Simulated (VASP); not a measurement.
Consider the following.

```
Al2Au
1.0
    4.24264     0.00000     0.00000
    0.00000     6.00000     0.00000
    0.00000     0.00000    27.72792
Al Au
12 6
Direct
  0.50000   0.25160   0.30830
  0.00000   0.25096   0.38519
  0.00000   0.74904   0.38519
  0.50000   0.74840   0.30830
  0.50000   0.25020   0.46215
  0.00000   0.24980   0.53785
  0.00000   0.75020   0.53785
  0.50000   0.74980   0.46215
  0.50000   0.24904   0.61481
  0.00000   0.24840   0.69170
  0.00000   0.75160   0.69170
  0.50000   0.75096   0.61481
  0.00000   0.00000   0.31002
  0.50000   0.50000   0.38553
  0.00000   0.00000   0.46139
  0.50000   0.50000   0.53861
  0.00000   0.00000   0.61447
  0.50000   0.50000   0.68998
```

All values below come from r2SCAN meta-GGA, VASP's PBE PAW potentials (set 64) (plane waves; VASP). Run with PREC = Normal, LREAL = Auto, 400 eV cut-off, 7×5×1 Γ-centred mesh, first-order Methfessel-Paxton smearing of 0.10 eV, potentials Al Au.

Unless said otherwise, spin-orbit coupling is left out, though it shifts the bands of the heavy elements here.

Task: Predict the energy per atom (σ→0), band gap (on the k-mesh) with the smallest direct gap where there is one.

Result: 
The band gap (on the k-mesh) is none (metal, semimetal or under 0.01 eV) and the energy per atom (σ→0) is -21.613 eV/atom.

The absolute energy has meaning only against runs of the same code, potentials and settings.

The cell is a thin slab with vacuum, built from AuAl2 (fluorite): (110) face.
